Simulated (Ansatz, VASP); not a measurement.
**Two plane-wave programs on HfSc**

INCAR

```
SYSTEM = HfSc
  ALGO = Fast
  EDIFF = 1E-6
  ENCUT = 520
  ISIF = 2
  ISMEAR = -1
  LASPH = .True.
  LCHARG = .False.
  LREAL = .False.
  LWAVE = .False.
  NBANDS = 18
  NELM = 100
  PREC = Accurate
  SIGMA = 0.15
```

The input KPOINTS:

```
k-points
0
Gamma
  8 8 5
  0 0 0
```

The input POSCAR:

```
HfSc
1.0
    3.1915182000      0.0000000000      0.0000000000
   -1.5957591000      2.7639365950      0.0000000000
    0.0000000000      0.0000000000      5.2607683785
Hf Sc
1 1
Direct
    0.6666666667      0.3333333333      0.5000000000
    0.3333333333      0.6666666667      0.0000000000
```

Input for Ansatz:

```yaml
crystal:
  lattice:
    - [3.1915182, 0.0, 0.0]
    - [-1.5957591, 2.7639365949999997, 0.0]
    - [0.0, 0.0, 5.260768378468912]
  atoms:
    - { symbol: Hf, position: [0.6666666666666666, 0.3333333333333333, 0.5] }
    - { symbol: Sc, position: [0.3333333333333333, 0.6666666666666666, 0.0] }
accuracy: low
basis:
  ecutwfc: 520.0
kpoints:
  mp_grid:
    grid: [8, 8, 5]
hamiltonian:
  xc: lda
scf:
  occupations:
    method: fermi_dirac
    width: 0.15
  eigensolver:
    kind: davidson
    full_accuracy: true
output:
  stress: true
```

The cell comes from a database or a generator and needn't be the stable form of this composition.

Alike in both runs: task single point; functional LDA; k mesh 8 × 8 × 5; occupations fermi-dirac, width 0.15 eV; no spin polarisation.

|  | VASP | Ansatz |
| --- | --- | --- |
| version | VASP 6.6.1 | Ansatz 0.2.0 |
| potentials or method | VASP PAW LDA potentials, release 64 (Hf_pv, Sc_sv) | plane waves, PAW |
| plane-wave cutoff (eV) | 520 | 520 |
| valence electrons in the cell | 21 | 37 |

```tsv
	VASP	Ansatz	Ansatz less VASP
pressure (GPa)	-6.1	-6.3	-0.11
largest component of the traceless stress (GPa)	2.18	2.22	+0.035
```

The two sets of potentials don't hold the same shells in valence. Ansatz warned: «structure_snapped_to_symmetry».

The runs have no spin-orbit coupling, so splittings on Hf are missing.
